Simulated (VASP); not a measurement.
# Zone-centre spectra of AlN, part 2 of 3

Wanted: which zone-centre modes of AlN show in Raman and infrared light. The cell is of the zinc-blende type, one of the forms listed for this formula. The start is a computed cell from the Materials Project.

VASP 6.6.1, plane waves and PAW; the level of theory is named at each step.

So far. Step 3 (Relaxation): The forces stay under 1e-4 eV/Å, and the volume now lies -1.2 % from that of the session's start. The relaxed cell has a = 4.351 Å (conventional setting).

### 4. Modes at the zone centre

Level of this step: LDA; plane waves and PAW (Al, N) (VASP).

IBRION = 8 with LEPSILON gives the zone-centre modes, the Born charges and the dielectric tensor by perturbation theory.

INCAR reads:

```
SYSTEM = AlN
PREC = Accurate
ENCUT = 520
EDIFF = 1E-08
NELM = 100
ISMEAR = 0
SIGMA = 0.01
LREAL = .FALSE.
ALGO = Normal
GGA = CA
NBANDS = 10
LWAVE = .FALSE.
LCHARG = .FALSE.
KPAR = 2
LEPSILON = .TRUE.
IBRION = 8
NSW = 1
```

POSCAR reads:

```
AlN
1.0
    0.0000000000      2.1754113981      2.1754113981
    2.1754113981      0.0000000000      2.1754113981
    2.1754113981      2.1754113981      0.0000000000
Al N
1 1
Direct
    0.0000000000      0.0000000000      0.0000000000
    0.2500000000      0.2500000000      0.2500000000
```

KPOINTS reads:

```
Automatic mesh
0
Gamma
10 10 10
0 0 0
```

Potentials, in the order of the species: Al and N (PBE family, release 64).

Run with:

```bash
mpirun -np 2 vasp_std
```

The program printed:

```text
[... set-up lines as in an earlier step ...]
 entering main loop
       N       E                     dE             d eps       ncg     rms          rms(c)
[... 14 cycles as in an earlier step ...]
   1 F= -.16359226E+02 E0= -.16359226E+02  d E =-.682873E-21
 Linear response reoptimize wavefunctions to high precision
DAV:   1    -0.163592257532E+02   -0.45873E-10   -0.39169E-11   610   0.521E-05
 Linear response G [H, r] |phi>, progress :
  Direction:   1
       N       E                     dE             d eps       ncg     rms
RMM:   1    -0.349751554527E+02   -0.34975E+02   -0.51420E-01  2277   0.500E+01
RMM:   2    -0.312516676997E+02    0.37235E+01   -0.12976E+00  1516   0.100E+01
RMM:   3    -0.312623076051E+02   -0.10640E-01   -0.13070E-02  1538   0.105E+00
RMM:   4    -0.312627887213E+02   -0.48112E-03   -0.75279E-05  1612   0.140E-01
RMM:   5    -0.312628068857E+02   -0.18164E-04    0.10141E-05  1648   0.198E-02
RMM:   6    -0.312628081697E+02   -0.12839E-05    0.44507E-06  1704   0.305E-03
RMM:   7    -0.312628085774E+02   -0.40776E-06    0.10718E-06  1697   0.467E-04
RMM:   8    -0.312628086297E+02   -0.52257E-07    0.43974E-06  1523   0.833E-05
RMM:   9    -0.312628086821E+02   -0.52397E-07   -0.41688E-07  1207   0.374E-05
RMM:  10    -0.312628086819E+02    0.20571E-09   -0.20436E-07  1083   0.369E-05
RMM:  11    -0.312628086806E+02    0.13099E-08   -0.44694E-07   999   0.368E-05
RMM:  12    -0.312628086806E+02   -0.75140E-10   -0.57241E-07   786   0.369E-05
 Linear response G [H, r] |phi>, progress :
  Direction:   2
       N       E                     dE             d eps       ncg     rms
RMM:   1    -0.328549358001E+02   -0.32855E+02    0.10047E+00  2273   0.485E+01
RMM:   2    -0.310600903908E+02    0.17948E+01   -0.10550E+00  1505   0.932E+00
RMM:   3    -0.310752139034E+02   -0.15124E-01   -0.10531E-02  1530   0.984E-01
RMM:   4    -0.310757184596E+02   -0.50456E-03   -0.72133E-05  1614   0.135E-01
RMM:   5    -0.310757346096E+02   -0.16150E-04    0.74782E-06  1633   0.189E-02
RMM:   6    -0.310757355903E+02   -0.98072E-06    0.39724E-06  1710   0.292E-03
RMM:   7    -0.310757359597E+02   -0.36937E-06    0.19198E-07  1693   0.435E-04
RMM:   8    -0.310757359940E+02   -0.34376E-07   -0.10585E-06  1512   0.770E-05
RMM:   9    -0.310757359958E+02   -0.17769E-08   -0.18724E-08  1203   0.354E-05
 Linear response G [H, r] |phi>, progress :
  Direction:   3
       N       E                     dE             d eps       ncg     rms
RMM:   1    -0.271321353563E+02   -0.27132E+02    0.78047E+01  2153   0.494E+01
RMM:   2    -0.250641065893E+02    0.20680E+01   -0.11874E+00  1494   0.911E+00
RMM:   3    -0.250732413645E+02   -0.91348E-02   -0.13823E-02  1523   0.927E-01
RMM:   4    -0.250734584724E+02   -0.21711E-03   -0.20364E-04  1592   0.123E-01
RMM:   5    -0.250734610635E+02   -0.25911E-05   -0.53553E-06  1619   0.176E-02
RMM:   6    -0.250734611442E+02   -0.80729E-07   -0.19901E-07  1673   0.279E-03
RMM:   7    -0.250734611406E+02    0.36035E-08   -0.41110E-09  1609   0.446E-04
 Linear response to external field (no local field effect), progress :
  Direction:   1
       N       E                     dE             d eps       ncg     rms          rms(c)
RMM:   1    -0.249807465393E+00   -0.24981E+00   -0.94060E-01  2106   0.237E+00
RMM:   2    -0.256344679542E+00   -0.65372E-02   -0.21586E-03  1521   0.323E-01
RMM:   3    -0.256369043650E+00   -0.24364E-04   -0.32633E-05  1542   0.355E-02
RMM:   4    -0.256369615006E+00   -0.57136E-06   -0.55410E-07  1594   0.480E-03
RMM:   5    -0.256369625660E+00   -0.10653E-07   -0.91691E-09  1546   0.767E-04
RMM:   6    -0.256369626548E+00   -0.88844E-09    0.83315E-10  1344   0.123E-04
 change of polarisation eV/A/(eV/A) component  1 :     0.513     0.199     0.038
 dielectric tensor                  component  1 :     5.506     1.749     0.332
 Linear response to external field (no local field effect), progress :
  Direction:   2
       N       E                     dE             d eps       ncg     rms          rms(c)
RMM:   1    -0.237128984188E+00   -0.23713E+00   -0.88215E-01  2112   0.224E+00
RMM:   2    -0.243548798513E+00   -0.64198E-02   -0.22211E-03  1515   0.323E-01
RMM:   3    -0.243573699440E+00   -0.24901E-04   -0.33703E-05  1545   0.356E-02
RMM:   4    -0.243574290405E+00   -0.59097E-06   -0.58792E-07  1587   0.480E-03
RMM:   5    -0.243574300788E+00   -0.10383E-07   -0.11265E-08  1553   0.778E-04
RMM:   6    -0.243574301582E+00   -0.79401E-09    0.52389E-10  1335   0.125E-04
 change of polarisation eV/A/(eV/A) component  2 :     0.199     0.487    -0.036
 dielectric tensor                  component  2 :     1.749     5.281    -0.317
 Linear response to external field (no local field effect), progress :
  Direction:   3
       N       E                     dE             d eps       ncg     rms          rms(c)
RMM:   1    -0.140703531042E+00   -0.14070E+00   -0.41302E-01  2059   0.191E+00
RMM:   2    -0.143753072237E+00   -0.30495E-02   -0.11504E-03  1510   0.243E-01
RMM:   3    -0.143765405685E+00   -0.12333E-04   -0.15671E-05  1519   0.248E-02
RMM:   4    -0.143765647452E+00   -0.24177E-06   -0.28302E-07  1561   0.326E-03
RMM:   5    -0.143765650568E+00   -0.31156E-08   -0.88483E-09  1516   0.506E-04
 change of polarisation eV/A/(eV/A) component  3 :     0.038    -0.036     0.288
 dielectric tensor                  component  3 :     0.332    -0.317     3.527
 Linear response to external field, progress :
  Direction:   1
       N       E                     dE             d eps       ncg     rms          rms(c)
RMM:   1    -0.209240947576E+00   -0.20924E+00   -0.74553E-01  7646   0.217E+00
RMM:   2    -0.214548937977E+00   -0.53080E-02   -0.18433E-03  5491   0.296E-01    0.683E-01
RMM:   3    -0.207955851874E+00    0.65931E-02   -0.33168E-03  5321   0.370E-01    0.400E-01
RMM:   4    -0.214711498314E+00   -0.67556E-02   -0.46922E-03  5392   0.450E-01    0.507E-02
RMM:   5    -0.215810213437E+00   -0.10987E-02   -0.78071E-05  5612   0.748E-02    0.889E-03
RMM:   6    -0.215908441551E+00   -0.98228E-04   -0.53132E-07  5774   0.635E-03    0.385E-03
RMM:   7    -0.215947691529E+00   -0.39250E-04   -0.59550E-08  5720   0.203E-03    0.245E-04
RMM:   8    -0.215949356874E+00   -0.16653E-05   -0.96498E-10  6076   0.199E-04    0.972E-05
RMM:   9    -0.215949324990E+00    0.31884E-07    0.69418E-10  4602   0.658E-05    0.407E-06
 change of polarisation eV/A/(eV/A) component  1 :     0.404     0.078     0.044
 dielectric tensor                  component  1 :     4.547     0.685     0.384
 Linear response to external field, progress :
  Direction:   2
       N       E                     dE             d eps       ncg     rms          rms(c)
RMM:   1    -0.209222245361E+00   -0.20922E+00   -0.74535E-01  7648   0.217E+00
RMM:   2    -0.214548929608E+00   -0.53267E-02   -0.18457E-03  5491   0.296E-01    0.683E-01
RMM:   3    -0.207955826194E+00    0.65931E-02   -0.33170E-03  5321   0.370E-01    0.400E-01
RMM:   4    -0.214711519742E+00   -0.67557E-02   -0.46926E-03  5392   0.450E-01    0.507E-02
RMM:   5    -0.215810123568E+00   -0.10986E-02   -0.78020E-05  5610   0.748E-02    0.889E-03
RMM:   6    -0.215908335909E+00   -0.98212E-04   -0.51866E-07  5777   0.635E-03    0.386E-03
RMM:   7    -0.215947695232E+00   -0.39359E-04   -0.58516E-08  5717   0.204E-03    0.245E-04
RMM:   8    -0.215949341806E+00   -0.16466E-05   -0.10431E-09  6080   0.199E-04    0.995E-05
RMM:   9    -0.215949338067E+00    0.37395E-08   -0.18394E-11  4582   0.660E-05    0.403E-06
 change of polarisation eV/A/(eV/A) component  2 :     0.061     0.404     0.051
 dielectric tensor                  component  2 :     0.536     4.547     0.450
 Linear response to external field, progress :
  Direction:   3
       N       E                     dE             d eps       ncg     rms          rms(c)
RMM:   1    -0.209231503501E+00   -0.20923E+00   -0.74544E-01  7646   0.217E+00
RMM:   2    -0.214548917204E+00   -0.53174E-02   -0.18431E-03  5491   0.296E-01    0.683E-01
RMM:   3    -0.207955834190E+00    0.65931E-02   -0.33169E-03  5325   0.370E-01    0.400E-01
RMM:   4    -0.214711481297E+00   -0.67556E-02   -0.46923E-03  5392   0.450E-01    0.507E-02
RMM:   5    -0.215810127297E+00   -0.10986E-02   -0.78066E-05  5610   0.748E-02    0.889E-03
RMM:   6    -0.215908331946E+00   -0.98205E-04   -0.53038E-07  5774   0.635E-03    0.386E-03
RMM:   7    -0.215947695217E+00   -0.39363E-04   -0.59526E-08  5719   0.204E-03    0.245E-04
RMM:   8    -0.215949341693E+00   -0.16465E-05   -0.10904E-09  6091   0.199E-04    0.994E-05
RMM:   9    -0.215949337604E+00    0.40886E-08    0.38080E-10  4581   0.660E-05    0.403E-06
 change of polarisation eV/A/(eV/A) component  3 :     0.049     0.073     0.404
 dielectric tensor                  component  3 :     0.431     0.638     4.547
 Linear response DOF=           2
 Linear response progress:
  Degree of freedom:   1/  2
       N       E                     dE             d eps       ncg     rms          rms(c)
RMM:   1    -0.599862785842E-02   -0.59986E-02   -0.42513E-03  8124   0.691E-01
RMM:   2    -0.541700946909E-02    0.58162E-03   -0.24967E-04  5283   0.142E-01    0.876E-02
RMM:   3    -0.531962089626E-02    0.97389E-04   -0.44437E-05  5464   0.524E-02    0.471E-02
RMM:   4    -0.533477582037E-02   -0.15155E-04   -0.32865E-05  5466   0.479E-02    0.755E-03
RMM:   5    -0.533691654321E-02   -0.21407E-05   -0.18782E-06  5564   0.728E-03    0.799E-04
RMM:   6    -0.533601169051E-02    0.90485E-06    0.83781E-08  5620   0.682E-04    0.391E-04
RMM:   7    -0.533493975183E-02    0.10719E-05    0.17458E-07  5640   0.428E-04    0.271E-05
RMM:   8    -0.533497815587E-02   -0.38404E-07    0.28076E-09  5750   0.398E-05    0.152E-05
RMM:   9    -0.533497068286E-02    0.74730E-08   -0.83654E-10  5909   0.939E-06    0.942E-07
 first order change of Fermi-energy  -0.33423E-03
 force on displaced ion       1 direction 1 : -15.073   0.000   0.000
 Born effective charge ion    1 direction 1 :   2.531   0.000   0.000
 Linear response progress:
  Degree of freedom:   2/  2
       N       E                     dE             d eps       ncg     rms          rms(c)
RMM:   1    -0.235593865574E+00   -0.23559E+00    0.21069E-01  6628   0.323E+00
RMM:   2    -0.237104350413E+00   -0.15105E-02   -0.23804E-03  5268   0.438E-01    0.175E-01
RMM:   3    -0.237914988174E+00   -0.81064E-03   -0.67618E-04  5000   0.182E-01    0.859E-02
RMM:   4    -0.239639321760E+00   -0.17243E-02   -0.58967E-04  5035   0.162E-01    0.207E-02
RMM:   5    -0.239637326069E+00    0.19957E-05   -0.17154E-05  5688   0.345E-02    0.229E-03
RMM:   6    -0.239652822566E+00   -0.15496E-04   -0.12334E-07  5778   0.327E-03    0.111E-03
RMM:   7    -0.239651339018E+00    0.14835E-05    0.30564E-08  5767   0.701E-04    0.663E-05
RMM:   8    -0.239650534260E+00    0.80476E-06    0.33971E-10  5898   0.100E-04    0.381E-05
RMM:   9    -0.239650511599E+00    0.22661E-07   -0.16014E-09  6031   0.252E-05    0.287E-06
RMM:  10    -0.239650547856E+00   -0.36256E-07   -0.87877E-10  6151   0.458E-06    0.103E-06
RMM:  11    -0.239650548708E+00   -0.85213E-09   -0.17938E-09  4650   0.214E-06    0.108E-07
 first order change of Fermi-energy   0.66581E-03
 force on displaced ion       2 direction 1 : -15.074  -0.000  -0.000
 Born effective charge ion    2 direction 1 :  -2.531   0.000   0.000
 Born effective charges drift removed
 Linear response finished
```

It took 30 s on 2 MPI ranks of Intel Xeon 6975P-C (Granite Rapids), shared host; peak memory 0.39 GiB.

From OUTCAR (step 4):

```text
  LATTYP: Found a face centered cubic cell.
 ALAT       =     4.3508227962

The static configuration has the point symmetry T_d .

 Found     47 irreducible k-points:

   ENCUT  =  520.0 eV  38.22 Ry    6.18 a.u.   5.72  5.72  5.72*2*pi/ulx,y,z

   NELECT =       8.0000    total number of electrons

 MACROSCOPIC STATIC DIELECTRIC TENSOR (including local field effects in DFT)
 ------------------------------------------------------
           4.547159    -0.000000     0.000000
          -0.000000     4.547159     0.000000
          -0.000000    -0.000000     4.547159
 ------------------------------------------------------

 PIEZOELECTRIC TENSOR (including local field effects)  for field in x, y, z        (C/m^2)
          XX          YY          ZZ          XY          YZ          ZX
  --------------------------------------------------------------------------------
  x    -0.00000     0.00000     0.00000     0.00000    -0.60097     0.00000
  y     0.00000     0.00000     0.00000     0.00000     0.00000    -0.60097
  z     0.00000     0.00000     0.00000    -0.60097     0.00000     0.00000

 BORN EFFECTIVE CHARGES (including local field effects) (in |e|, cummulative output)
 ---------------------------------------------------------------------------------
 ion    1
    1     2.53071     0.00000    -0.00000
    2    -0.00000     2.53071     0.00000
    3     0.00000    -0.00000     2.53071
 ion    2
    1    -2.53071    -0.00000     0.00000
    2     0.00000    -2.53071    -0.00000
    3     0.00000     0.00000    -2.53071

 Eigenvectors and eigenvalues of the dynamical matrix
 ----------------------------------------------------

   1 f  =   19.991511 THz   125.610366 2PiTHz  666.845019 cm-1    82.678208 meV
             X         Y         Z           dx          dy          dz
      0.000000  0.000000  0.000000     0.000000    0.584485   -0.000000
      1.087706  1.087706  1.087706    -0.000000   -0.811404   -0.000000

   2 f  =   19.991511 THz   125.610366 2PiTHz  666.845019 cm-1    82.678208 meV
             X         Y         Z           dx          dy          dz
      0.000000  0.000000  0.000000     0.000000    0.000000   -0.584485
      1.087706  1.087706  1.087706     0.000000    0.000000    0.811404

   3 f  =   19.991511 THz   125.610366 2PiTHz  666.845019 cm-1    82.678208 meV
             X         Y         Z           dx          dy          dz
      0.000000  0.000000  0.000000    -0.584485   -0.000000   -0.000000
      1.087706  1.087706  1.087706     0.811404   -0.000000   -0.000000

   4 f/i=    0.000316 THz     0.001985 2PiTHz    0.010539 cm-1     0.001307 meV
             X         Y         Z           dx          dy          dz
      0.000000  0.000000  0.000000     0.210017    0.764087   -0.174474
      1.087706  1.087706  1.087706     0.151283    0.550400   -0.125680

   5 f/i=    0.000316 THz     0.001985 2PiTHz    0.010539 cm-1     0.001307 meV
             X         Y         Z           dx          dy          dz
      0.000000  0.000000  0.000000    -0.616714    0.272579    0.451377
      1.087706  1.087706  1.087706    -0.444242    0.196349    0.325144

   6 f/i=    0.000316 THz     0.001985 2PiTHz    0.010539 cm-1     0.001307 meV
             X         Y         Z           dx          dy          dz
      0.000000  0.000000  0.000000     0.483667    0.015780    0.651302
      1.087706  1.087706  1.087706     0.348403    0.011367    0.469157

 MACROSCOPIC STATIC DIELECTRIC TENSOR IONIC CONTRIBUTION
 ------------------------------------------------------
           3.734101    -0.000000     0.000000
          -0.000000     3.734101     0.000000
           0.000000     0.000000     3.734101
 ------------------------------------------------------

 ELASTIC MODULI CONTR FROM IONIC RELAXATION (kBar)
 Direction    XX          YY          ZZ          XY          YZ          ZX
 --------------------------------------------------------------------------------
 XX          -0.0000     -0.0000     -0.0000      0.0000      0.0000      0.0000
 YY          -0.0000     -0.0000      0.0000      0.0000      0.0000     -0.0000
 ZZ          -0.0000      0.0000     -0.0000     -0.0000      0.0000      0.0000
 XY           0.0000      0.0000     -0.0000   -439.2967     -0.0000     -0.0000
 YZ           0.0000      0.0000      0.0000     -0.0000   -439.2967      0.0000
 ZX           0.0000     -0.0000      0.0000     -0.0000      0.0000   -439.2967
 --------------------------------------------------------------------------------

 PIEZOELECTRIC TENSOR IONIC CONTR  for field in x, y, z        (C/m^2)
          XX          YY          ZZ          XY          YZ          ZX
  --------------------------------------------------------------------------------
  x    -0.00000    -0.00000    -0.00000     0.00000     1.20516    -0.00000
  y    -0.00000     0.00000    -0.00000     0.00000    -0.00000     1.20516
  z    -0.00000    -0.00000     0.00000     1.20516     0.00000     0.00000

[... 8 parts as in an earlier step ...]

[... 1 further part left out ...]
```

The gap is read on the k-mesh alone, so it is an upper bound where the band edges lie off the mesh. Energies printed during the response cycles are not total energies of the cell.

This step gave:

| Item | Value |
| --- | --- |
| pressure of the cell | -0.002652 GPa |
| largest force of the cell | 0 eV/Å |
| gap on the k-mesh | 3.228 eV |
| least direct gap on the k-mesh | 4.337 eV |

Electronic dielectric tensor with local fields:

```
4.55 0.00 0.00
0.00 4.55 0.00
0.00 0.00 4.55
```

Ionic part of the static dielectric tensor:

```
3.73 0.00 0.00
0.00 3.73 0.00
0.00 0.00 3.73
```

Born effective charge (e), principal values of the symmetric part by kind of site:

```tsv
atom	atoms with these values	low	middle	high	mean
Al1	1	2.53	2.53	2.53	2.53
N2	1	-2.53	-2.53	-2.53	-2.53
```

In full for Al1:

```
2.53 0.00 0.00
0.00 2.53 0.00
0.00 0.00 2.53
```

Lines of the infrared spectrum (strongest = 100):

```tsv
position (cm⁻¹)	lines merged	squared mode dipole, relative
667	3	100
```

Transverse limit, no LO-TO splitting. The modes at Γ (shares of kinetic energy by element, %):

```tsv
mode	frequency (cm⁻¹)	symmetry	IR	Al %	N %
1	0.0	acoustic	8.9e-9	66	34
2	0.0	acoustic	8.8e-9	66	34
3	0.0	acoustic	8.9e-9	66	34
4	666.8	T2	0.69	34	66
5	666.8	T2	0.69	34	66
6	666.8	T2	0.69	34	66
```

Displacements in mode 6 (666.8 cm⁻¹), the largest set to 1:
```
Al1  0.00  0.52  0.00
N2   0.00 -1.00  0.00
```

Piezoelectric tensor, ionic part (C/m²), by row:

```tsv
field	xx	yy	zz	xy	yz	zx
x	0	0	0	0	1.205	0
y	0	0	0	0	0	1.205
z	0	0	0	1.205	0	0
```

Piezoelectric tensor with clamped ions (C/m²), by row:

```tsv
field	xx	yy	zz	xy	yz	zx
x	0	0	0	0	-0.601	0
y	0	0	0	0	0	-0.601
z	0	0	0	-0.601	0	0
```

The mean electronic (clamped-ion) dielectric constant is 4.55. The three acoustic modes come out within 0.011 cm⁻¹ of zero.

(Part 2 of 3 ends here.)

[Lines on the potential files, build, host, timing and source positions are cut from VASP's logs without a mark.]

[Logs are printed without paths, hosts, clocks, repeated set-up lines and the standing remarks that a program may print on its own settings, such as how far it seeks lower states.]

[Hosts, paths, dates, database ids (printed as entryN), source tags and the programs' standing remarks are cut or masked in the printed files.]
